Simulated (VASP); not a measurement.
# E2g mode of hcp beryllium against the lattice constant from LDA, PBEsol and r2SCAN runs

Two functionals can disagree about a vibration because they bind the atoms differently at a given spacing, or merely because they settle on different spacings. For the E2g mode of beryllium, in which the two atoms of the hexagonal cell move against each other in the basal plane, we ask how much of the disagreement is the second kind. The mode is Raman-active, so its shift with lattice constant bears on reading strain from spectra of beryllium parts such as X-ray windows. We compare harmonic zone-centre frequencies, each at the cell its functional prefers, with one LDA run held at the measured cell. That run shows what a change of cell does when the functional stays the same.

## How the numbers were made

Be, space group P6_3/mmc. VASP 6.6.1 (plane waves, its PBE PAW data sets, the LDA ones for LDA), cutoff 450 eV, Γ-centred k meshes (in the remarks), no spin, no spin-orbit coupling. Cell and atoms are relaxed with each functional, but for the row that names the measured cell (atoms relaxed alone); the remarks say how the modes were found. The row «measured» gives the measured values.

Notes on method and selection:

- Frequencies are harmonic and for zero temperature; measured lines at room temperature lie typically 0.5 to 2 % lower in stiff solids, and more in soft ones. Tables of this kind are given only where the points lie near a line, and levels that close the gap of a narrow-gap semiconductor are left out.
- D3(BJ) is the pairwise sum with Becke-Johnson damping, without the three-body term.
- Measured values that an earlier check judged unlike the computed quantity were struck, and among the rest the one with the best-described sample, nearest the median of the reported values, was taken; tables without a trend among crystals outside chip materials were not made.
- Runs that did not converge, have known faults or may not be shown are not listed, and runs on Ansatz's PAW sets soft_1 and soft_2 are kept to separate tables.

Columns:

- a (Å): lattice constant a of the cell used.
- ω measured (cm⁻¹): measured frequency of the mode.
- ω (cm⁻¹): harmonic frequency of the E2g mode at the zone centre.

Input lines of one member:

```
ALGO = Normal
EDIFF = 1E-08
ENCUT = 450
GGA = CA
IBRION = 8
ISIF = 2
ISMEAR = 1
NBANDS = 8
NELM = 100
PREC = Accurate
SIGMA = 0.15
KPOINTS: Gamma, 22 22 12
PAW data sets: Be (LDA 64)
```

Command (options for logging and memory left out): `mpirun -np 4 vasp_std`

## The series

| member | a (Å) | ω measured (cm⁻¹) | ω (cm⁻¹) | remark |
| --- | --- | --- | --- | --- |
| measured | – | 455 | – | no run |
| PBEsol+D3(BJ) | 2.220 | – | 490.7 | c = 3.515 Å; finite displacements; 22×22×12 mesh |
| LDA | 2.228 | – | 485.1 | c = 3.523 Å; perturbation theory; 22×22×12 mesh |
| PBEsol | 2.256 | – | 472.6 | c = 3.565 Å; perturbation theory; 22×22×12 mesh |
| r2SCAN+rVV10 | 2.261 | – | 474.7 | c = 3.575 Å; finite displacements; 22×22×12 mesh |
| r2SCAN | 2.261 | – | 474.6 | c = 3.575 Å; finite displacements; 22×22×12 mesh |
| PBE | 2.262 | – | ? |  |
| LDA in the measured cell | 2.285 | – | 459.2 | c = 3.584 Å; perturbation theory; 22×22×12 mesh |

Cells marked ? are withheld until the estimate has been made.

Least-squares fits to the members shown, with x = a (Å); R² and errors in the fitted variable (y, or ln y where the fit is in ln y):

| y | members | fit | R² | rms residual | leave-one-out rms | the same for the mean of the others |
| --- | --- | --- | --- | --- | --- | --- |
| ω (cm⁻¹) | 6 | ln y = 7.8806 − 2.1130 ln x | 0.96 | 0.0044 | 0.0067 | 0.025 |

## Interpretation

The frequency falls from 490.7 cm⁻¹ at a = 2.220 Å to 459.2 cm⁻¹ at 2.285 Å. The order is broken once: both r2SCAN rows lie about 2 cm⁻¹ above PBEsol although their lattice constant is 0.005 Å larger.

The two LDA rows give the effect of the cell alone: (459.2 − 485.1) / (2.285 − 2.228) = −454 cm⁻¹ per Å. Longer bonds mean weaker restoring forces, and with the mass fixed ω goes as the square root of the force constant. The fitted power of a, −2.11, therefore corresponds to a force constant falling roughly as a⁻⁴. The stretch between the LDA cells is not quite uniform, since a grows by 2.6 % and c by 1.7 %, so the slope belongs to this particular path.

Carried from the relaxed LDA cell to the PBEsol lattice constant, the slope gives 485.1 − 454 × 0.028 = 472.4 cm⁻¹, against 472.6 calculated. Between these two functionals the difference in frequency is almost wholly one of cell size. For r2SCAN the same step gives 485.1 − 454 × 0.033 = 470.1 cm⁻¹, and the run lies 474.6 − 470.1 = 4.5 above it. That excess may come from the functional's own force constants, but r2SCAN was also run with finite displacements and LDA with perturbation theory, so part of it may be numerical. Adding rVV10 to r2SCAN leaves a unchanged and moves the mode by only 0.1 cm⁻¹.

The fitted line predicts left-out members much better than their mean does (0.0067 against 0.025 in ln ω), though tables of this kind are kept only when the points lie near a line, so its tightness says little about other crystals.

## Prediction

Plain estimates from the members shown:

- PBE, fit at x = 2.262: 471.5 cm⁻¹

PBE has a lattice constant of 2.262 Å, only 0.006 Å above PBEsol, which shares its gradient-corrected form and differs in its parameters. We therefore start from PBEsol and correct for the cell with the LDA slope: 472.6 − 454 × 0.006 = 469.9 cm⁻¹.

The fit gives 471.5 cm⁻¹. We prefer the first route because near this lattice constant the fit is pulled upwards by the two r2SCAN rows, which are nearly the same calculation counted twice and contain a kinetic-energy-density term that PBE lacks.

Starting from PBEsol, the same route can be tried on three other functionals. It misses LDA by 0.2 cm⁻¹, PBEsol+D3(BJ) by 490.7 − 472.6 − 454 × 0.036 = 1.8 and r2SCAN by 474.6 − 472.6 + 454 × 0.005 = 4.3. The root mean square is √((0.2² + 1.8² + 4.3²) / 3) = 2.7 cm⁻¹, which we round up to 3 because neither the c axis nor the way the modes were found is shown for PBE. We add no further shift: the stronger gradient correction of PBE could change the force constants at fixed cell, but the close agreement of PBEsol with the LDA slope gives no sign of a large effect.

**Committed estimate, PBE: ω = 470 ± 3 cm⁻¹.**

## Outcome

| member | a (Å) | ω (cm⁻¹) | remark |
| --- | --- | --- | --- |
| PBE | 2.262 | 468.8 | c = 3.571 Å; perturbation theory; 22×22×12 mesh |

| member | estimate | ω (cm⁻¹) | computed | estimate − computed | miss in error bars |
| --- | --- | --- | --- | --- | --- |
| PBE | committed | 470.0 | 468.8 | +1.2 | 0.4 |
| PBE | fit | 471.5 | 468.8 | +2.7 |  |

PBE gives 468.8 cm⁻¹. Our estimate of 470 ± 3 is 1.2 too high and lies inside its error bar; the fit, at 471.5, is 2.7 too high.

Starting from PBEsol and correcting only for the cell was the better route. Between PBEsol and PBE the mode falls by 472.6 − 468.8 = 3.8 cm⁻¹, of which the LDA slope accounts for 454 × 0.006 = 2.7. The remaining 1.1 is small, and rounding of the two lattice constants can supply a few tenths of it. We had left open whether the stronger gradient correction of PBE changes the force constants at fixed cell; any such change is about 1 cm⁻¹ here. For LDA, PBEsol and PBE, then, the frequency is set mainly by the cell that each functional prefers.

## Departures from the trend

Least-squares fits to the whole series, with x = a (Å); R² and errors in the fitted variable (y, or ln y where the fit is in ln y):

| y | members | fit | R² | rms residual | leave-one-out rms | the same for the mean of the others |
| --- | --- | --- | --- | --- | --- | --- |
| ω (cm⁻¹) | 7 | ln y = 7.9109 − 2.1512 ln x | 0.95 | 0.0045 | 0.0059 | 0.024 |

Largest departures from the fit to the whole series:

| member | ω (cm⁻¹) | fit | computed − fit | computed / fit | in rms residuals (of ln y) |
| --- | --- | --- | --- | --- | --- |
| r2SCAN+rVV10 | 474.7 | 471.5 | +3.2 | 1.01 | 1.5 |
| r2SCAN | 474.6 | 471.5 | +3.1 | 1.01 | 1.5 |
| PBE | 468.8 | 471.1 | −2.3 | 1.00 | 1.1 |
| LDA in the measured cell | 459.2 | 460.9 | −1.7 | 1.00 | 0.8 |

No row is far from the line, but the two r2SCAN rows stand above it together, by 3.1 and 3.2 cm⁻¹, and PBE lies 2.3 below. They are best compared directly, because r2SCAN and PBE have nearly the same cell: a differs by 0.001 Å and c by 0.004 Å. Their frequencies nevertheless differ by 474.6 − 468.8 = 5.8 cm⁻¹, and the difference in a explains only 454 × 0.001 = 0.5 of that.

The likeliest reason is that r2SCAN makes the crystal stiffer against this displacement at a given spacing. The change from perturbation theory to finite displacements may contribute, though two converged calculations of a harmonic mode should agree more closely than this. PBE falls below the line largely because the r2SCAN pair raises the line at this lattice constant.

## Measured against computed

| member | quantity | measured | conditions | source |
| --- | --- | --- | --- | --- |
| measured | ω measured (cm⁻¹) | 455 | literature value quoted in the methods section; measurement temperature and sample not stated; quoted from earlier work | [1] |

Sources:

[1] "D retention and material defects probed using Raman microscopy in JET limiter samples and beryllium-based synthesized sa" (2021, arXiv:2109.15077)

All seven runs lie above the measured 455 cm⁻¹. LDA in the measured cell is nearest, at +4.2 cm⁻¹ (0.9 %), and PBEsol+D3(BJ) is farthest, at 490.7 − 455 = 35.7 above (7.8 %). Among the relaxed cells PBE comes closest, at +13.8 (3.0 %). The D3(BJ) term shortens the PBEsol lattice constant by 2.256 − 2.220 = 0.036 Å, away from the measured one. A likely reason is that a pairwise attraction without metallic screening binds this metal too strongly.

Most of the larger differences go with cells that are too small. PBE's lattice constant is 0.023 Å below the measured 2.285 Å, which is worth 454 × 0.023 = 10.4 of its 13.8 cm⁻¹. For relaxed LDA the cell accounts for 485.1 − 459.2 = 25.9 of the 485.1 − 455 = 30.1 cm⁻¹.

At the measured constant the line through all seven runs gives 460.9 cm⁻¹, which is 460.9 − 455 = 5.9 above experiment. A gap of this size is within the 0.5 to 2 % by which room-temperature lines usually lie below harmonic ones, but part of that lowering comes from thermal expansion, which the measured cell already contains, so only the remaining anharmonic part could help to close the gap. The measured value is, however, a single number quoted from earlier work without temperature or sample, so it does not settle the sign of the few wavenumbers left once the cell is right.

## Rules of thumb and their limits

Between 2.220 and 2.285 Å the E2g mode follows the lattice constant closely enough to place a left-out run with a typical error of 0.0059 × 470 = 2.8 cm⁻¹, against 0.024 × 470 = 11 for the mean of the others. The two nearly identical r2SCAN rows act on this figure in both directions. Each helps to predict the other, so leaving them out together would make the typical error larger; but they are also the two rows farthest from the line, and counting them as a single run would make it smaller. A functional that changes the stiffness at fixed cell, as r2SCAN appears to, can miss by more.

For strain, the LDA pair gives 0.01 × 2.285 × 454 = 10 cm⁻¹ downwards per 1 % increase in a, provided c grows by about two thirds of a per cent at the same time. Purely in-plane strain would need another coefficient.

No omitted effect is expected to reach the table's spread of 31.5 cm⁻¹. The zero-point motion of so light an atom lengthens the lattice constants by very roughly half a per cent, which would lower the relaxed rows by about 5 cm⁻¹.

[Logs are printed without paths, hosts, clocks, repeated set-up lines and the standing remarks that a program may print on its own settings, such as how far it seeks lower states.]
